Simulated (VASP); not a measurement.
Given:

```
CELL_PARAMETERS angstrom
      0.00000     2.75733     2.75733
      2.75733     0.00000     2.75733
      2.75733     2.75733     0.00000
ATOMIC_POSITIONS crystal
  Li 0.25000 0.25000 0.25000
  Li 0.75000 0.75000 0.75000
  S  0.00000 0.00000 0.00000
```

Level of theory: PBE GGA with D3 dispersion (Becke-Johnson damping), VASP's PBE PAW potentials (set 64) (plane waves; VASP 6.6.1). Run with 520 eV cut-off, 7×7×7 Γ-centred mesh, Gaussian smearing of 0.050 eV, potentials Li_sv S.

What does the run give for the energy per atom (σ→0), pressure?

```json
{
 "energy per atom (σ→0)": "-411.8 kJ/mol of atoms",
 "pressure": "1.37 GPa"
}
```

Only differences to runs with the same potentials and settings are physical.

The compound is Li2S in the antifluorite structure. This cell is one point of a volume scan, at 0.97 of the reference volume.
